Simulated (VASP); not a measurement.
Here is the system:

```
RhSi
1.0
    3.50125     0.00000     0.00000
   -1.75062     3.03217     0.00000
    0.00000     0.00000     5.42818
Rh Si
2 2
Direct
  0.00000   0.00000   0.00000
  0.00000   0.00000   0.50000
  0.33333   0.66667   0.25000
  0.66667   0.33333   0.75000
```

Method: PBEsol GGA, VASP's PBE PAW potentials (set 64) (plane waves; VASP). Settings: 400 eV cut-off, Gaussian smearing of 0.050 eV, potentials Rh_pv Si.

Question: Give the energies of bands 9 to 22 at the high-symmetry points, in eV from the Fermi level.

Answer: 
| band | Γ | M | K | A | L | H |
|---|---|---|---|---|---|---|
| 9 | -6.53 | -6.81 | -6.22 | -4.32 | -5.92 | -5.48 |
| 10 | -5.01 | -5.11 | -5.63 | -4.32 | -5.92 | -5.48 |
| 11 | -5.01 | -4.89 | -5.63 | -4.15 | -4.02 | -4.25 |
| 12 | -4.98 | -4.89 | -3.90 | -4.15 | -4.02 | -4.25 |
| 13 | -3.52 | -2.55 | -3.90 | -4.15 | -3.85 | -4.14 |
| 14 | -3.52 | -2.10 | -2.41 | -4.15 | -3.85 | -4.14 |
| 15 | -3.15 | -2.03 | -1.71 | -2.73 | -2.42 | -2.61 |
| 16 | -3.15 | -2.00 | -1.71 | -2.73 | -2.42 | -2.61 |
| 17 | -1.32 | -1.97 | -1.39 | -2.73 | -1.75 | -1.81 |
| 18 | -1.32 | -1.34 | -1.39 | -2.73 | -1.75 | -1.81 |
| 19 | 1.71 | -1.25 | -1.12 | 1.40 | -1.04 | -0.08 |
| 20 | 2.90 | -0.77 | -1.08 | 1.40 | -1.04 | -0.08 |
| 21 | 2.90 | -0.28 | 1.53 | 5.33 | 2.75 | 0.31 |
| 22 | 3.87 | 3.34 | 1.53 | 5.33 | 2.75 | 0.31 |

It has no gap at this level: it comes out as a metal or semimetal.

The structure was generated: RhSi was put into the NiAs type type (P6_3/mmc), which need not be its known phase. It was relaxed first, which changed the volume by -27 %.
